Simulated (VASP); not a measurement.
Here is the system:

```
Be
1.0
    2.29000     0.00000     0.00000
   -1.14500     1.98320     0.00000
    0.00000     0.00000     3.58000
Be
2
Direct
  0.66667   0.33333   0.75000
  0.33333   0.66667   0.25000
```

These are PBE GGA, VASP's PBE PAW potentials (set 64) (plane waves; VASP) values and carry that method's errors. Numerical set-up: 480 eV cut-off, 16×16×9 Γ-centred mesh, first-order Methfessel-Paxton smearing of 0.10 eV, potentials Be.

Energy and stress use the plane-wave basis of the starting cell.

The ions, cell shape and volume are relaxed. What does this cell relax into?

```
Be
1.0
    2.26684     0.00000     0.00000
   -1.13342     1.96314     0.00000
    0.00000     0.00000     3.55771
Be
2
Direct
  0.66667   0.33333   0.75000
  0.33333   0.66667   0.25000
```
Space group P6_3/mmc (194), at a tolerance of 0.03 Å.

How do energy and volume change from the first to the last step?

The energy (σ→0) changes by -2.1 meV/atom and the volume by -2.6 %, in 5 ionic steps.

The compound is Be in the hcp structure. This run relaxes it. Symmetry was kept, so distortions that lower it aren't found.
